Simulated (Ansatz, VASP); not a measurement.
# Cross-check of ZnSe (ZnSe (110), 9 units) between VASP and Ansatz

Aim: how closely do two programs agree when they are given the same cell, functional and k mesh? The cell is taken from a series of runs on this material, whose earlier steps may have relaxed, scaled, displaced or heated it; both programs get it as it stands.

Program: Ansatz 0.2.0. Level of theory: plane waves, with VASP 6.6.1 beside it; single point at PBE. Results are calculated unless marked as measured.

## (1) The structure

The cell holds 18 atoms: 9 Zn and 9 Se. Cell: a = 4.009 Å, b = 5.670 Å, c = 34.037 Å, α = 90.0°, β = 90.0°, γ = 90.0°. It derives from ZnSe (zincblende ZnSe). Vacuum lies along c.

## (2) VASP: single point, PBE

A single point gives forces, pressure and levels at one fixed geometry, so differences don't come from the geometry; what else differs is listed under the comparison.

Lines of VASP's logs that name or quote its potential files are left out, and so is its time.

Input file INCAR:

```
SYSTEM = ZnSe
PREC = Accurate
ENCUT = 400
EDIFF = 1E-06
NELM = 120
ISMEAR = 0
SIGMA = 0.01
LREAL = .FALSE.
ALGO = Normal
GGA = PE
NBANDS = 100
LORBIT = 11
LWAVE = .FALSE.
LCHARG = .FALSE.
ISIF = 2
LDIPOL = .TRUE.
IDIPOL = 3
DIPOL = 0.5 0.5 0.5
LVHAR = .TRUE.
LASPH = .TRUE.
GGA_COMPAT = .FALSE.
EFERMI = MIDGAP
NELMDL = -8
KPAR = 4
```

Input file POSCAR:

```
ZnSe
1.0
    4.0092954500      0.0000000000      0.0000000000
    0.0000000000      5.6700000000      0.0000000000
    0.0000000000      0.0000000000     34.0371817973
Zn Se
9 9
Direct
    0.5000000000      0.5594916160      0.2741826603
    0.0000000000      0.9837445164      0.3166105524
    0.5000000000      0.4899015045      0.3810009375
    0.0000000000      0.9881391340      0.4394776434
    0.5000000000      0.4903503711      0.5000000003
    0.0000000000      0.9881391340      0.5605223572
    0.5000000000      0.4899015045      0.6189990630
    0.0000000000      0.9837445164      0.6833894482
    0.5000000000      0.5594916160      0.7258173403
    0.0000000000      0.7613321728      0.2546250547
    0.5000000000      0.2392804924      0.3209821070
    0.0000000000      0.7446994868      0.3790326418
    0.5000000000      0.2415838253      0.4403243793
    0.0000000000      0.7433041326      0.5000000003
    0.5000000000      0.2415838253      0.5596756214
    0.0000000000      0.7446994868      0.6209673588
    0.5000000000      0.2392804924      0.6790178936
    0.0000000000      0.7613321728      0.7453749459
```

Input file KPOINTS:

```
Automatic mesh
0
Gamma
8 6 1
0 0 0
```

Potentials, in the order of the species: Zn and Se (PBE family, release 64).

Command:

```sh
> mpirun -np 4 vasp_std
```

Numbers of over 12 decimals in the logs are rounded to 6 here.

The log of the run:

```text
[banner, memory and clock lines left out]
running    4 mpi-ranks, on    1 nodes
 distrk:  each k-point on    1 cores,    4 groups
 distr:  one band on    1 cores,    1 groups

 POSCAR found type information on POSCAR ZnSe
 POSCAR found :  2 types and      18 ions
|                                                                             |
|               ----> ADVICE to this user running VASP <----                  |
|                                                                             |
|     You have a (more or less) 'large supercell' and for larger cells it     |
|     might be more efficient to use real-space projection operators.         |
|     Therefore, try LREAL= Auto in the INCAR file.                           |
|     Mind: For very accurate calculation, you might also keep the            |
|     reciprocal projection scheme (i.e. LREAL=.FALSE.).                      |
|                                                                             |

 LDA part: xc-table for (Slater+PW92), standard interpolation
 POSCAR, INCAR and KPOINTS ok, starting setup
 FFT: planning ... GRIDC
 FFT: planning ... GRID_SOFT
 FFT: planning ... GRID
 WAVECAR not read
 entering main loop
       N       E                     dE             d eps       ncg     rms          rms(c)
DAV:   1     0.110139204771E+04    0.11014E+04   -0.60316E+04  4104   0.128E+03
DAV:   2     0.946277475990E+02   -0.10068E+04   -0.96320E+03  4464   0.320E+02
DAV:   3    -0.487657882395E+02   -0.14339E+03   -0.14211E+03  4444   0.130E+02
DAV:   4    -0.561094010051E+02   -0.73436E+01   -0.73033E+01  4584   0.267E+01
DAV:   5    -0.562836566046E+02   -0.17426E+00   -0.17406E+00  4576   0.373E+00
DAV:   6    -0.562886702073E+02   -0.50136E-02   -0.50119E-02  4600   0.634E-01
DAV:   7    -0.562888507750E+02   -0.18057E-03   -0.18054E-03  4608   0.115E-01
DAV:   8    -0.562888581756E+02   -0.74007E-05   -0.74001E-05  4600   0.232E-02    0.138E+01
DAV:   9    -0.533978250347E+02    0.28910E+01   -0.67115E+00  5688   0.340E+01    0.107E+01
DAV:  10    -0.533966792311E+02    0.11458E-02   -0.56517E+00  4348   0.684E+00    0.348E+00
DAV:  11    -0.533679462783E+02    0.28733E-01   -0.28247E-01  4784   0.492E+00    0.101E+00
DAV:  12    -0.533650857786E+02    0.28605E-02   -0.80797E-02  4836   0.352E+00    0.373E-01
DAV:  13    -0.533655681558E+02   -0.48238E-03   -0.12886E-02  4592   0.152E+00    0.203E-01
DAV:  14    -0.533665152370E+02   -0.94708E-03   -0.37485E-03  4608   0.424E-01    0.890E-02
DAV:  15    -0.533669614235E+02   -0.44619E-03   -0.12735E-03  4336   0.302E-01    0.507E-02
DAV:  16    -0.533670124602E+02   -0.51037E-04   -0.13996E-04  4880   0.195E-01    0.192E-02
DAV:  17    -0.533670722560E+02   -0.59796E-04   -0.58537E-05  4720   0.516E-02    0.990E-03
DAV:  18    -0.533671111731E+02   -0.38917E-04   -0.18337E-05  4476   0.464E-02    0.531E-03
DAV:  19    -0.533671356061E+02   -0.24433E-04   -0.59193E-06  4336   0.194E-02    0.290E-03
DAV:  20    -0.533671501636E+02   -0.14557E-04   -0.20009E-06  3120   0.148E-02    0.140E-03
DAV:  21    -0.533671628668E+02   -0.12703E-04   -0.98546E-07  3064   0.587E-03    0.108E-03
DAV:  22    -0.533671687392E+02   -0.58725E-05   -0.25957E-07  2920   0.460E-03    0.980E-04
DAV:  23    -0.533671792141E+02   -0.10475E-04   -0.86677E-07  2852   0.515E-03    0.103E-03
DAV:  24    -0.533671802089E+02   -0.99474E-06   -0.66546E-08  2984   0.299E-03
   1 F= -.53367180E+02 E0= -.53367180E+02  d E =0.000000E+00
```

From OUTCAR (step 2):

```text
ion  position               nearest neighbor table
   1  0.500  0.559  0.274-  10 2.40  10 2.40  11 2.42
   2  0.000  0.984  0.317-  10 2.46  11 2.48  11 2.48  12 2.52
   3  0.500  0.490  0.381-  13 2.46  12 2.47  12 2.47  11 2.49
   4  0.000  0.988  0.439-  13 2.47  13 2.47  12 2.48  14 2.48
   5  0.500  0.490  0.500-  14 2.46  14 2.46  13 2.47  15 2.47
   6  0.000  0.988  0.561-  15 2.47  15 2.47  16 2.48  14 2.48
   7  0.500  0.490  0.619-  15 2.46  16 2.47  16 2.47  17 2.49
   8  0.000  0.984  0.683-  18 2.46  17 2.48  17 2.48  16 2.52
   9  0.500  0.559  0.726-  18 2.40  18 2.40  17 2.42
  10  0.000  0.761  0.255-   1 2.40   1 2.40   2 2.46
  11  0.500  0.239  0.321-   1 2.42   2 2.48   2 2.48   3 2.49
  12  0.000  0.745  0.379-   3 2.47   3 2.47   4 2.48   2 2.52
  13  0.500  0.242  0.440-   3 2.46   4 2.47   4 2.47   5 2.47
  14  0.000  0.743  0.500-   5 2.46   5 2.46   6 2.48   4 2.48
  15  0.500  0.242  0.560-   7 2.46   6 2.47   6 2.47   5 2.47
  16  0.000  0.745  0.621-   7 2.47   7 2.47   6 2.48   8 2.52
  17  0.500  0.239  0.679-   9 2.42   8 2.48   8 2.48   7 2.49
  18  0.000  0.761  0.745-   9 2.40   9 2.40   8 2.46

  LATTYP: Found a simple orthorhombic cell.
 ALAT       =     4.0092954500
 B/A-ratio  =     1.4142135621
 C/A-ratio  =     8.4895668633

 Subroutine GETGRP returns: Found  4 space group operations
 (whereof  4 operations were pure point group operations)

The static configuration has the point symmetry C_2v.

 Found     20 irreducible k-points:

   k-points           NKPTS =     20   k-points in BZ     NKDIM =     20   number of bands    NBANDS=    100

   dimension x,y,z NGX =    28 NGY =   40 NGZ =  224
   dimension x,y,z NGXF=    56 NGYF=   80 NGZF=  448

   ENCUT  =  400.0 eV  29.40 Ry    5.42 a.u.   6.54  9.25 55.51*2*pi/ulx,y,z

   NELECT =     162.0000    total number of electrons

 k-points in reciprocal lattice and weights: Automatic mesh
   0.00000000  0.00000000  0.00000000       0.021
   0.12500000  0.00000000  0.00000000       0.042
   0.25000000  0.00000000  0.00000000       0.042
   0.37500000  0.00000000  0.00000000       0.042
   0.50000000  0.00000000  0.00000000       0.021
   0.00000000  0.16666667  0.00000000       0.042
   0.12500000  0.16666667  0.00000000       0.083
   0.25000000  0.16666667  0.00000000       0.083
   0.37500000  0.16666667  0.00000000       0.083
[...]
0.37500000  0.50000000  0.00000000       0.042
   0.50000000  0.50000000  0.00000000       0.021

 dipolmoment           0.000000      0.000000     -0.000001 electrons x Angstroem

 average (electrostatic) potential at core
       1 -40.5553       2 -40.4460       3 -40.4708       4 -40.4677       5 -40.4628
       6 -40.4677       7 -40.4708       8 -40.4460       9 -40.5553      10 -59.0381
      11 -59.4102      12 -59.3312      13 -59.3604      14 -59.3485      15 -59.3604
      16 -59.3312      17 -59.4102      18 -59.0381

 E-fermi :  -1.0384

 k-point     1 :       0.0000    0.0000    0.0000
  band No.  band energies     occupation
    ...
     77      -2.0903      2.00000
     78      -2.0082      2.00000
     79      -1.9419      2.00000
     80      -1.8535      2.00000
     81      -1.7841      2.00000
     82      -0.2928      0.00000
     83       0.3586      0.00000
     84       1.0136      0.00000
     85       1.2694      0.00000
     86       1.5280      0.00000
    ...

 k-point     2 :       0.1250    0.0000    0.0000
  band No.  band energies     occupation
    ...
     77      -2.4909      2.00000
     78      -2.3697      2.00000
     79      -2.3259      2.00000
     80      -2.1055      2.00000
     81      -2.1052      2.00000
     82       0.3880      0.00000
     83       0.8832      0.00000
     84       1.3674      0.00000
     85       1.5732      0.00000
     86       1.8284      0.00000
    ...

 k-point     3 :       0.2500    0.0000    0.0000
  band No.  band energies     occupation
    ...
     77      -2.9661      2.00000
     78      -2.7042      2.00000
     79      -2.7004      2.00000
     80      -2.5579      2.00000
     81      -2.2490      2.00000
     82       1.2243      0.00000
     83       1.5298      0.00000
     84       1.5321      0.00000
     85       1.7350      0.00000
     86       1.8953      0.00000
    ...

  Total        2.2260880      1.7294823     -0.0749683      0.0000000      0.0000000      0.0000000
  in kB        4.6094404      3.5811458     -0.1552328      0.0000000      0.0000000      0.0000000
  external PRESSURE =       2.6784511 kB  Pullay stress =       0.0000000 kB

  energy-cutoff  :      400.00
  volume of cell :      773.76
      direct lattice vectors                 reciprocal lattice vectors
     4.009295450  0.000000000  0.000000000     0.249420381  0.000000000  0.000000000
     0.000000000  5.670000000  0.000000000     0.000000000  0.176366843  0.000000000
     0.000000000  0.000000000 34.037181797     0.000000000  0.000000000  0.029379636

 POSITION                                       TOTAL-FORCE (eV/Angst)
 -----------------------------------------------------------------------------------
      2.00465      3.17232      9.33241         0.000000     -0.003959     -0.003358
      0.00000      5.57783     10.77653         0.000000     -0.000341      0.001159
      2.00465      2.77774     12.96820         0.000000     -0.000783     -0.001477
      0.00000      5.60275     14.95858        -0.000000     -0.004508      0.003270
      2.00465      2.78029     17.01859         0.000000     -0.003771      0.000000
      0.00000      5.60275     19.07860        -0.000000     -0.004508     -0.003270
      2.00465      2.77774     21.06898         0.000000     -0.000783      0.001477
      0.00000      5.57783     23.26065         0.000000     -0.000341     -0.001159
      2.00465      3.17232     24.70478         0.000000     -0.003959      0.003358
      0.00000      4.31675      8.66672         0.000000      0.014625     -0.028432
      2.00465      1.35672     10.92533         0.000000     -0.009943      0.004496
      0.00000      4.22245     12.90120         0.000000      0.003491     -0.001940
      2.00465      1.36978     14.98740         0.000000      0.001741      0.001634
      0.00000      4.21453     17.01859         0.000000      0.003122      0.000000
      2.00465      1.36978     19.04978         0.000000      0.001741     -0.001634
      0.00000      4.22245     21.13598         0.000000      0.003491      0.001940
      2.00465      1.35672     23.11186         0.000000     -0.009943     -0.004496
      0.00000      4.31675     25.37046         0.000000      0.014625      0.028432
 -----------------------------------------------------------------------------------
    total drift:                                0.000000      0.001974     -0.000126

  FREE ENERGIE OF THE ION-ELECTRON SYSTEM (eV)
  ---------------------------------------------------
  free  energy   TOTEN  =       -53.3671802089 eV

  energy  without entropy=      -53.3671802089  energy(sigma->0) =      -53.36718021

 vacuum level on the upper side and lower side of the slab         3.818         3.818

 total charge
# of ion       s       p       d       tot
------------------------------------------
    1        0.573   0.394   9.774  10.741
    2        0.528   0.425   9.781  10.734
    3        0.530   0.431   9.782  10.743
    4        0.529   0.428   9.783  10.740
    5        0.530   0.433   9.783  10.747
    6        0.529   0.428   9.783  10.740
    7        0.530   0.431   9.782  10.743
    8        0.528   0.425   9.781  10.734
    9        0.573   0.394   9.774  10.741
   10        1.455   2.367   0.026   3.849
   11        1.438   2.417   0.029   3.885
   12        1.439   2.409   0.028   3.876
   13        1.437   2.419   0.029   3.885
   14        1.438   2.415   0.028   3.881
   15        1.437   2.419   0.029   3.885
   16        1.439   2.409   0.028   3.876
   17        1.438   2.417   0.029   3.885
   18        1.455   2.367   0.026   3.849
--------------------------------------------------
tot         17.828  25.429  88.276 131.533

[... 3 further parts left out ...]
```

(Part 1 of 2 ends here.)

[Lines on the potential files, build, host, timing and source positions are cut from VASP's logs without a mark.]

[Logs are printed without paths, hosts, clocks, repeated set-up lines and the standing remarks that a program may print on its own settings, such as how far it seeks lower states.]

[Hosts, paths, dates, database ids (printed as entryN), source tags and the programs' standing remarks are cut or masked in the printed files.]
